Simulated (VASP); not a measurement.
All values below come from r2SCAN meta-GGA, VASP's PBE PAW potentials (set 64) (plane waves; VASP).

Input for VASP

### POSCAR
```
CuF
1
    2.7025885282    -0.0000000000    -0.0000000000
   -0.0000000000     2.7025885282    -0.0000000000
    0.0000000000    -0.0000000000     2.7025885282
Cu F
1 1
Direct
  0.0000000000   0.0000000000   0.0000000000
  0.5000000000   0.5000000000   0.5000000000
```

KPOINTS:
```
Automatic mesh
0
G
 12 12 12
0 0 0
```

INCAR:
```
ALGO = Normal
EDIFF = 1E-6
EDIFFG = -0.01
ENCUT = 520
IBRION = 2
ISIF = 3
ISMEAR = 1
LASPH = .TRUE.
LCHARG = .FALSE.
LMAXMIX = 4
LMIXTAU = .TRUE.
LREAL = .FALSE.
LWAVE = .FALSE.
METAGGA = R2SCAN
NELM = 100
NSW = 60
PREC = Accurate
SIGMA = 0.1
SYSTEM = CuF
```

POTCAR, in this order: Cu F (PBE.64 set). Program: vasp_std.

Output

**OUTCAR**
```
 ion  position               nearest neighbor table
   1  0.000  0.000  0.000-   2 2.34   2 2.34   2 2.34   2 2.34   2 2.34   2 2.34   2 2.34   2 2.34
  LATTYP: Found a simple cubic cell.
 ALAT       =     2.7025885282
 Subroutine PRICEL returns:
 Original cell was already a primitive cell.
 Subroutine GETGRP returns: Found 48 space group operations
The static configuration has the point symmetry O_h .
The dynamic configuration has the point symmetry O_h .
 Subroutine INISYM returns: Found 48 space group operations
 Subroutine IBZKPT returns following result:
 Found     84 irreducible k-points:

 Following reciprocal coordinates:
            Coordinates               Weight
  0.000000  0.000000  0.000000      1.000000
  0.083333  0.000000  0.000000      6.000000
  0.166667  0.000000  0.000000      6.000000
  0.250000  0.000000  0.000000      6.000000
  0.333333  0.000000  0.000000      6.000000
  0.416667  0.000000  0.000000      6.000000
  0.500000  0.000000  0.000000      3.000000
  0.083333  0.083333  0.000000     12.000000
  0.166667  0.083333  0.000000     24.000000
  0.250000  0.083333  0.000000     24.000000
  0.333333  0.083333  0.000000     24.000000
  0.416667  0.083333  0.000000     24.000000
  0.500000  0.083333  0.000000     12.000000
  0.166667  0.166667  0.000000     12.000000
  0.250000  0.166667  0.000000     24.000000
  0.333333  0.166667  0.000000     24.000000
  0.416667  0.166667  0.000000     24.000000
  0.500000  0.166667  0.000000     12.000000
  0.250000  0.250000  0.000000     12.000000
  0.333333  0.250000  0.000000     24.000000
  0.416667  0.250000  0.000000     24.000000
  0.500000  0.250000  0.000000     12.000000
  0.333333  0.333333  0.000000     12.000000
  0.416667  0.333333  0.000000     24.000000
  0.500000  0.333333  0.000000     12.000000
...
```

File OSZICAR:
```
       N       E                     dE             d eps       ncg     rms          rms(c)
DAV:   1     0.114912150279E+03    0.11491E+03   -0.10140E+04  2295   0.228E+03
DAV:   2    -0.115632459829E+02   -0.12648E+03   -0.11538E+03  2269   0.373E+02
DAV:   3    -0.203788300066E+02   -0.88156E+01   -0.86002E+01  2538   0.110E+02
DAV:   4    -0.204962594799E+02   -0.11743E+00   -0.11734E+00  2534   0.122E+01
DAV:   5    -0.204981599777E+02   -0.19005E-02   -0.19003E-02  2809   0.155E+00    0.621E+00
DAV:   6    -0.166192950771E+02    0.38789E+01   -0.99041E+00  2539   0.860E+01    0.645E+00
DAV:   7    -0.157142449272E+02    0.90505E+00   -0.27586E+00  2489   0.521E+01    0.195E+00
DAV:   8    -0.157362738595E+02   -0.22029E-01   -0.28006E-01  2701   0.132E+01    0.518E-01
DAV:   9    -0.156847761910E+02    0.51498E-01   -0.62994E-02  2754   0.462E+00    0.483E-01
DAV:  10    -0.157338054024E+02   -0.49029E-01   -0.91327E-02  2640   0.626E+00    0.299E-01
DAV:  11    -0.157346012119E+02   -0.79581E-03   -0.13299E-03  2902   0.810E-01    0.214E-01
DAV:  12    -0.157348483243E+02   -0.24711E-03   -0.29062E-03  2464   0.135E+00    0.464E-02
DAV:  13    -0.157347826096E+02    0.65715E-04   -0.20072E-04  2926   0.297E-01    0.147E-02
DAV:  14    -0.157348368552E+02   -0.54246E-04   -0.67367E-05  3091   0.149E-01    0.843E-03
DAV:  15    -0.157348415770E+02   -0.47218E-05   -0.48794E-06  2535   0.324E-02    0.566E-03
DAV:  16    -0.157348421058E+02   -0.52877E-06   -0.42318E-07  1482   0.208E-02
   1 F= -.15734842E+02 E0= -.15735232E+02  d E =-.157348E+02
       N       E                     dE             d eps       ncg     rms          rms(c)
DAV:   1    -0.162114127424E+02   -0.47657E+00   -0.81965E+00  2200   0.636E+01    0.537E+00
DAV:   2    -0.157894699056E+02    0.42194E+00   -0.23764E+00  2226   0.340E+01    0.120E+00
DAV:   3    -0.157600494713E+02    0.29420E-01   -0.27497E-01  2424   0.152E+01    0.101E+00
DAV:   4    -0.157504550387E+02    0.95944E-02   -0.15980E-02  2703   0.394E+00    0.458E-01
DAV:   5    -0.157459519348E+02    0.45031E-02   -0.32632E-03  3171   0.134E+00    0.628E-02
DAV:   6    -0.157459664242E+02   -0.14489E-04   -0.37288E-04  2938   0.297E-01    0.291E-02
DAV:   7    -0.157458670897E+02    0.99335E-04   -0.25575E-04  2918   0.294E-01    0.127E-02
DAV:   8    -0.157460051797E+02   -0.13809E-03   -0.84953E-05  2255   0.134E-01    0.259E-03
DAV:   9    -0.157460068625E+02   -0.16828E-05   -0.24709E-06  2694   0.246E-02    0.273E-03
DAV:  10    -0.157460066554E+02    0.20712E-06   -0.36211E-07  1177   0.178E-02
   2 F= -.15746007E+02 E0= -.15746481E+02  d E =-.111645E-01
       N       E                     dE             d eps       ncg     rms          rms(c)
DAV:   1    -0.157511987802E+02   -0.51919E-02   -0.85434E-02  2200   0.625E+00    0.565E-01
DAV:   2    -0.157467135981E+02    0.44852E-02   -0.25003E-02  2202   0.372E+00    0.120E-01
DAV:   3    -0.157462956823E+02    0.41792E-03   -0.28785E-03  2374   0.158E+00    0.884E-02
DAV:   4    -0.157462343827E+02    0.61300E-04   -0.11633E-04  2862   0.306E-01    0.436E-02
DAV:   5    -0.157461952746E+02    0.39108E-04   -0.37063E-05  3199   0.122E-01    0.103E-02
DAV:   6    -0.157461935059E+02    0.17687E-05   -0.86065E-06  3005   0.477E-02    0.289E-03
DAV:   7    -0.157461935154E+02   -0.94551E-08   -0.31480E-06  2484   0.325E-02
   3 F= -.15746194E+02 E0= -.15746659E+02  d E =-.113514E-01
       N       E                     dE             d eps       ncg     rms          rms(c)
DAV:   1    -0.157469106278E+02   -0.71712E-03   -0.12372E-02  2208   0.238E+00    0.214E-01
DAV:   2    -0.157462520262E+02    0.65860E-03   -0.35309E-03  2205   0.138E+00    0.428E-02
DAV:   3    -0.157462003111E+02    0.51715E-04   -0.37562E-04  2424   0.567E-01    0.335E-02
DAV:   4    -0.157461919323E+02    0.83789E-05   -0.15830E-05  2843   0.116E-01    0.166E-02
DAV:   5    -0.157461863457E+02    0.55865E-05   -0.41953E-06  2728   0.447E-02    0.306E-03
DAV:   6    -0.157461862051E+02    0.14064E-06   -0.85105E-07  1634   0.192E-02
   4 F= -.15746186E+02 E0= -.15746647E+02  d E =-.113441E-01
       N       E                     dE             d eps       ncg     rms          rms(c)
DAV:   1    -0.157463455675E+02   -0.15922E-03   -0.25354E-03  2224   0.108E+00    0.966E-02
DAV:   2    -0.157462096972E+02    0.13587E-03   -0.70668E-04  2213   0.621E-01    0.192E-02
DAV:   3    -0.157461985420E+02    0.11155E-04   -0.74035E-05  2439   0.253E-01    0.151E-02
DAV:   4    -0.157461967695E+02    0.17725E-05   -0.31200E-06  2393   0.514E-02    0.748E-03
DAV:   5    -0.157461953028E+02    0.14667E-05   -0.60300E-07  1217   0.202E-02    0.114E-03
DAV:   6    -0.157461951985E+02    0.10429E-06   -0.24161E-07  1127   0.115E-02
   5 F= -.15746195E+02 E0= -.15746658E+02  d E =-.113531E-01
```

OUTCAR:
```
------------------------ aborting loop because EDIFF is reached ----------------------------------------
  FORCE on cell =-STRESS in cart. coord.  units (eV):
  Direction    XX          YY          ZZ          XY          YZ          ZX
  --------------------------------------------------------------------------------------
  Total        0.0103853      0.0103853      0.0103853      0.0000000     -0.0000000      0.0000000
  in kB        0.8127516      0.8127516      0.8127516      0.0000000     -0.0000000      0.0000000
  external PRESSURE =       0.8127516 kB  Pullay stress =       0.0000000 kB
  volume of cell :       20.47
      direct lattice vectors                 reciprocal lattice vectors
     2.735630285  0.000000000 -0.000000000     0.365546472 -0.000000000 -0.000000000
     0.000000000  2.735630285 -0.000000000    -0.000000000  0.365546472 -0.000000000
     0.000000000  0.000000000  2.735630285     0.000000000  0.000000000  0.365546472
 POSITION                                       TOTAL-FORCE (eV/Angst)
 -----------------------------------------------------------------------------------
      0.00000      0.00000      0.00000        -0.000000     -0.000000      0.000000
      1.36782      1.36782      1.36782         0.000000      0.000000      0.000000
 -----------------------------------------------------------------------------------
    total drift:                               -0.000000      0.000000      0.000000
  FREE ENERGIE OF THE ION-ELECTRON SYSTEM (eV)
  ---------------------------------------------------
  free  energy   TOTEN  =       -15.7461951985 eV

  energy  without entropy=      -15.7475836156  energy(sigma->0) =      -15.74665800

 reached required accuracy - stopping structural energy minimisation
```
(Selected blocks of OUTCAR.)

CONTCAR:
```
CuF
   1.00000000000000
     2.7356302847840901    0.0000000000000000   -0.0000000000000000
     0.0000000000000000    2.7356302847840901   -0.0000000000000000
     0.0000000000000000    0.0000000000000000    2.7356302847840901
  Cu              F
     1     1
Direct
     0.0000000000000000    0.0000000000000000    0.0000000000000000
     0.5000000000000000    0.5000000000000000    0.5000000000000000
```

**OUTCAR**
```
 val. band max:        4.9049669422   @ k =   0.5000   0.4167   0.4167

 cond. band min:       4.9258502472   @ k =   0.5000   0.5000   0.0000


 Fermi energy:         4.9237905432

 k-point     1 :       0.0000    0.0000    0.0000
  band No.  band energies     occupation
      1     -20.7680      2.00000
      2       0.0188      2.00000
      3       0.0188      2.00000
      4       0.0188      2.00000
      5       3.0179      2.00000
      6       3.0179      2.00000
      7       3.4009      2.00000
      8       4.5326      2.00000
      9       4.5326      2.00000
     10       4.5326      2.00000
     11      20.9294      0.00000
     12      20.9294      0.00000
     13      22.8977      0.00000

 k-point     2 :       0.0833    0.0000    0.0000
  band No.  band energies     occupation
      1     -20.7424      2.00000
      2      -0.3607      2.00000
      3       0.0139      2.00000
      4       0.0139      2.00000
      5       3.0332      2.00000
      6       3.1259      2.00000
      7       3.7838      2.00000
      8       4.5360      2.00000
      9       4.5429      2.00000
     10       4.5429      2.00000
     11      19.6866      0.00000
     12      21.0035      0.00000
     13      22.8879      0.00000

 k-point     3 :       0.1667    0.0000    0.0000
  band No.  band energies     occupation
      1     -20.6727      2.00000
      2      -1.1599      2.00000
      3       0.0001      2.00000
      4       0.0001      2.00000
      5       3.0749      2.00000
      6       3.3971      2.00000
      7       4.5455      2.00000
      8       4.5720      2.00001
      9       4.5720      2.00001
     10       4.6547      2.00095
     11      17.7340      0.00000
     12      21.2265      0.00000
     13      22.8451      0.00000

 k-point     4 :       0.2500    0.0000    0.0000
  band No.  band energies     occupation
      1     -20.5747      2.00000
      2      -1.9974      2.00000
      3      -0.0195      2.00000
...
```

Energy and stress use the plane-wave basis of the starting cell.

The structure was generated: CuF was put into the CsCl type type (Pm-3m), which need not be its known phase. This run relaxes it. Symmetry was kept, so distortions that lower it aren't found. The start is the result of an earlier pass.
